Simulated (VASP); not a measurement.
Given:

```
CELL_PARAMETERS angstrom
     -1.62500     1.62500     2.47500
      1.62500    -1.62500     2.47500
      1.62500     1.62500    -2.47500
ATOMIC_POSITIONS crystal
  In 0.00000 0.00000 0.00000
```

The numbers are results of revPBE GGA, VASP's PBE PAW potentials (set 64) (plane waves; VASP), not measurements. Run with 520 eV cut-off, 14×14×14 Γ-centred mesh, first-order Methfessel-Paxton smearing of 0.10 eV, potentials In_d.

Energy and stress use the plane-wave basis of the starting cell.

### Question
The ions, cell shape and volume are relaxed. Which structure does the run end with?

### Answer

```
CELL_PARAMETERS angstrom
     -1.66050     1.66050     2.56373
      1.66050    -1.66050     2.56373
      1.66050     1.66050    -2.56373
ATOMIC_POSITIONS crystal
  In 0.00000 0.00000 0.00000
```
Space group I4/mmm (139), at a tolerance of 0.03 Å.

### Question
How do energy and volume change from the first to the last step?

### Answer
The energy (σ→0) changes by -19.6 meV/atom and the volume by +8.2 %, in 7 ionic steps.

The compound is In in the bct structure. This run relaxes it. Symmetry was kept, so distortions that lower it aren't found.
